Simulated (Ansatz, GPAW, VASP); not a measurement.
**One structure in several programs: ZnCu₂SnS₄ (I-4, 8 atoms in the cell)**

Self-consistent single point.

```
CELL_PARAMETERS angstrom
     -2.63860     2.63860     5.27809
      2.63860    -2.63860     5.27809
      2.63860     2.63860    -5.27809
ATOMIC_POSITIONS crystal
  Zn 0.75000 0.25000 0.50000
  Cu 0.00000 0.00000 0.00000
  Cu 0.25000 0.75000 0.50000
  Sn 0.50000 0.50000 0.00000
  S  0.36432 0.37124 0.47758
  S  0.62876 0.10634 0.99308
  S  0.89366 0.88674 0.52242
  S  0.11326 0.63568 0.00692
```

Shared settings, as Ansatz (an electronic-structure program) writes them: kpoints.mp_grid.grid = 7 7 7; scf.occupations.method = fermi_dirac; scf.occupations.width = 0.05 eV. Potentials and cutoffs stand in the table.

| code | model | pressure (GPa) | largest force (eV/Å) | gap on the mesh (eV) | cutoff |
|---|---|---|---|---|---|
| VASP | PBE, VASP's PBE PAW potentials (set 64) | 8.96 | 0.351 | – | 300 eV |
| Ansatz | PBE, PAW files | 9.65 | 0.401 | 0.469 | default |
| GPAW | PBE, GPAW PAW datasets PBE (gpaw-data 1.0.1) | 9.95 | 0.311 | 0.476 | 800 eV |

A dash marks a value that a program does not give, or that is left out as unsure.

No gap is tabulated for VASP: it is not read from that output, or partly filled or unconverged empty levels leave it unsure.

Gaps are read on the mesh.

The spread over the programs that give each value: pressure within 0.99 GPa; largest force within 0.090 eV/Å; gap on the mesh within 0.007 eV.

Ansatz's pressure is given at a fixed set of plane waves, as the other plane-wave codes print theirs; with its correction for the finite basis it is 9.71 GPa.

On the base mesh (5 5 5) the same programs gave: Ansatz pressure 9.64 GPa, gap on the mesh 0.468 eV; GPAW pressure 9.94 GPa, gap on the mesh 0.476 eV; VASP pressure 8.96 GPa.

VASP's run is marked for a possible Pulay error in its stress at this cutoff; no cutoff test was made.

The starting cell comes from a database of computed structures (which also holds hypothetical and non-ambient phases and stackings), without a prior relaxation at this level. Its lattice was rescaled by a random factor within 2.5 % of one.

Left out of this page: CP2K (on another mesh); SIESTA (not drawn, or without a comparable value).

Keys are those of Ansatz 0.2.
